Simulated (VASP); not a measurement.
Here is the system:

```yaml
crystal:
  lattice:
    - [3.19075, 0.00000, 0.00000]
    - [0.00000, 3.19075, 0.00000]
    - [0.00000, 0.00000, 15.90418]
  atoms:
    - { symbol: Ni, position: [0.50000, 0.00000, 0.55986], spin: 2.0 }
    - { symbol: Ni, position: [0.00000, 0.50000, 0.44014], spin: 2.0 }
    - { symbol: O, position: [0.00000, 0.00000, 0.50000] }
    - { symbol: O, position: [0.50000, 0.50000, 0.50000] }
```

All values below come from PBE GGA, VASP's PBE PAW potentials (set 64) (plane waves; VASP). Numerical set-up: 400 eV cut-off, 5×5×1 Γ-centred mesh, Fermi-Dirac smearing of 0.14 eV, potentials Ni O.

At this cut-off the stress carries a Pulay error, which pulls relaxed volumes low. The cell holds a wide vacuum, so values per volume refer to the whole cell. The moments were started parallel, and other spin orders were not tried in this run.

### Question
Give the force on each atom (eV/Å).

### Answer

```csv
atom,Fx,Fy,Fz
Ni1,0.000,0.000,-0.668
Ni2,0.000,0.000,0.668
O3,0.000,0.000,0.000
O4,0.000,0.000,0.000
```

### Question
Give the stress tensor in GPa (positive for a compressed cell).

### Answer

```
10.11   0.00   0.00
 0.00  10.11   0.00
 0.00   0.00  -2.59
```
The pressure is its mean diagonal, 5.87 GPa.

The cell is a sheet with vacuum, built from a generated structure.
